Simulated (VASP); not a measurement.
All values below come from LDA (Ceperley-Alder, Perdew-Zunger), VASP's LDA PAW potentials (set 64) (plane waves; VASP).

A VASP calculation is set up with these files.

### KPOINTS
```
Automatic mesh
0
Gamma
10 10 10
0 0 0
```

### POSCAR
```
CoSi2
1
   -0.0000000000     2.6376588024     2.6376588024
    2.6376588024    -0.0000000000     2.6376588024
    2.6376588024     2.6376588024    -0.0000000000
Co Si
1 2
Direct
  0.0000000000   0.0000000000   0.0000000000
  0.2500000000   0.2500000000   0.2500000000
  0.7500000000   0.7500000000   0.7500000000
```

### INCAR
```
! general
SYSTEM =CoSi2
PREC   =Accurate
ENCUT  =500
LREAL  =.FALSE.
LASPH  =.TRUE.

! electronic loop
EDIFF  =1E-6
NELM   =100
ALGO   =Normal
LMAXMIX=4

! smearing
ISMEAR =1
SIGMA  =0.1

! ions
IBRION =2
NSW    =40
ISIF   =3
EDIFFG =-0.02

! output
LWAVE  =.FALSE.
LCHARG =.FALSE.
```

POTCAR, in this order: Co Si (LDA.64 set). Program: vasp_std.

Output of the run:

### OSZICAR
```
       N       E                     dE             d eps       ncg     rms          rms(c)
DAV:   1     0.692124916454E+02    0.69212E+02   -0.69470E+03  1136   0.132E+03
DAV:   2    -0.188840866635E+02   -0.88097E+02   -0.82135E+02  1132   0.257E+02
DAV:   3    -0.232458612555E+02   -0.43618E+01   -0.42075E+01  1468   0.660E+01
DAV:   4    -0.233493274633E+02   -0.10347E+00   -0.10325E+00  1360   0.980E+00
DAV:   5    -0.233527054882E+02   -0.33780E-02   -0.33772E-02  1508   0.181E+00    0.148E+01
DAV:   6    -0.259586739734E+02   -0.26060E+01   -0.34425E+01  1376   0.129E+02    0.158E+01
DAV:   7    -0.219894829436E+02    0.39692E+01   -0.14806E+01  1500   0.102E+02    0.398E+00
DAV:   8    -0.219632471217E+02    0.26236E-01   -0.81890E-01  1312   0.716E+00    0.177E+00
DAV:   9    -0.219307748038E+02    0.32472E-01   -0.11171E-01  1432   0.736E+00    0.444E-01
DAV:  10    -0.219304569067E+02    0.31790E-03   -0.79984E-03  1552   0.141E+00    0.161E-01
DAV:  11    -0.219301970338E+02    0.25987E-03   -0.11685E-03  1496   0.753E-01    0.428E-02
DAV:  12    -0.219301972806E+02   -0.24679E-06   -0.46134E-05  1400   0.744E-02    0.126E-02
DAV:  13    -0.219301970451E+02    0.23551E-06   -0.23296E-06  1132   0.262E-02
   1 F= -.21930197E+02 E0= -.21930568E+02  d E =-.219302E+02
```

OUTCAR:
```
------------------------ aborting loop because EDIFF is reached ----------------------------------------
  FORCE on cell =-STRESS in cart. coord.  units (eV):
  Direction    XX          YY          ZZ          XY          YZ          ZX
  --------------------------------------------------------------------------------------
  Total       -0.0043253     -0.0043253     -0.0043253      0.0000000      0.0000000     -0.0000000
  in kB       -0.1888159     -0.1888159     -0.1888159      0.0000000      0.0000000     -0.0000000
  external PRESSURE =      -0.1888159 kB  Pullay stress =       0.0000000 kB
  volume of cell :       36.70
      direct lattice vectors                 reciprocal lattice vectors
     0.000000000  2.637658802  2.637658802    -0.189562046  0.189562046  0.189562046
     2.637658802  0.000000000  2.637658802     0.189562046 -0.189562046  0.189562046
     2.637658802  2.637658802  0.000000000     0.189562046  0.189562046 -0.189562046
 POSITION                                       TOTAL-FORCE (eV/Angst)
 -----------------------------------------------------------------------------------
      0.00000      0.00000      0.00000         0.000000     -0.000000     -0.000000
      1.31883      1.31883      1.31883         0.000000      0.000000      0.000000
      3.95649      3.95649      3.95649        -0.000000     -0.000000      0.000000
 -----------------------------------------------------------------------------------
    total drift:                               -0.000000     -0.000000      0.000000
  FREE ENERGIE OF THE ION-ELECTRON SYSTEM (eV)
  ---------------------------------------------------
  free  energy   TOTEN  =       -21.9301970451 eV

  energy  without entropy=      -21.9313109066  energy(sigma->0) =      -21.93056833

 reached required accuracy - stopping structural energy minimisation
```
(Selected blocks of OUTCAR.)

The compound is CoSi2 in the fluorite structure. It was relaxed first. The run is not spin-polarised, so no magnetic state was tried. The electron count is odd and the run is not spin-polarised, which forces a metal.
